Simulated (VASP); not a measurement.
Wanted: the native input for a VASP 6.6.1 run.

```yaml
Task: single point
Functional: PBE
Potentials_or_basis: VASP PAW PBE potentials, release 64 (Na_pv, Y_sv)
Cutoff: 520 eV
k_mesh: 6 × 6 × 6
Occupations: gaussian, width 0.1 eV
Spin: no spin polarisation
Dipole_correction: no
Further_INCAR_settings: ALGO = Fast; EDIFF = 1e-07; NBANDS = 16
```

The structure of NaY lies in POSCAR:

```
NaY
1.0
    3.6092547700      0.0000000000      0.0000000000
    0.0000000000      3.6092547700      0.0000000000
    0.0000000000      0.0000000000      3.6092547700
Na Y
1 1
Direct
    0.5000000000      0.5000000000      0.5000000000
    0.0000000000      0.0000000000      0.0000000000
```

The cell was built by a generator and needn't be a form met in nature.

The cell isn't the ideal one: species swapped into the SmCd type (Pm-3m, No. 221).

One way to write it, as run:

INCAR

```
ALGO = Fast ; EDIFF = 1E-7
ENCUT = 520 ; GGA = PE
ISIF = 2 ; ISMEAR = 0
LASPH = True ; LCHARG = False
LREAL = False ; LWAVE = False
NBANDS = 16 ; NELM = 60
PREC = Accurate ; SIGMA = 0.1
```

KPOINTS

```
k-points
0
Gamma
  6 6 6
```

Potentials or basis: VASP PAW PBE potentials, release 64 (Na_pv, Y_sv).

Launch:

```bash
$ cat potpaw_PBE.64/Na_pv/POTCAR potpaw_PBE.64/Y_sv/POTCAR > POTCAR
$ mpirun -np 1 vasp_std > vasp.out
```

It gave:

The pressure is 13.4 GPa and the band gap on the k mesh is none (metal or under the smearing width).

It took 15 s on 1 thread of Intel(R) Xeon(R) 6975P-C (Granite Rapids), on a shared host, peak memory 0.17 GiB.
